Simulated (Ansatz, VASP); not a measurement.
# Two plane-wave programs on Ge7I

```
Ge I
1.0
     0.00000    4.42428    4.42428
     4.42428    0.00000    4.42428
     4.42428    4.42428    0.00000
Ge I
7 1
Direct
  0.50000 0.00000 0.00000
  0.00000 0.50000 0.50000
  0.00000 0.50000 0.00000
  0.50000 0.00000 0.50000
  0.00000 0.00000 0.50000
  0.50000 0.50000 0.00000
  0.50000 0.50000 0.50000
  0.00000 0.00000 0.00000
```

Alike in both runs: task relaxation of cell and atoms; functional PBE; k mesh 8 × 8 × 8; occupations gaussian, width 0.1 eV; no spin polarisation.

|  | VASP | Ansatz |
| --- | --- | --- |
| version | VASP 6.6.1 | Ansatz 0.2.0 |
| potentials or method | VASP PAW PBE potentials, release 64 (Ge_d, I) | scalar-relativistic, plane waves, PAW |
| plane-wave cutoff (eV) | 600 | 420 |
| valence electrons in the cell | 105 | 115 |

```csv
,VASP,Ansatz,Ansatz less VASP
"gap on the k mesh at the Fermi level, each at its own relaxed structure (eV)",none,none,-
relaxed volume (Å³/atom),21.65,21.65,0.000
relaxed cell length with the largest relative difference (Å),6.257,6.257,0.0000
```

A gap of «none» marks a metal or a gap that the smearing closes. The two sets of potentials don't hold the same shells in valence.

Caveats: the relaxation stopped at its first step, so nothing moved; an odd number of electrons without spin polarisation forces a metal; a magnetic or distorted state may lie lower. The runs have no spin-orbit coupling, so splittings on I are missing.
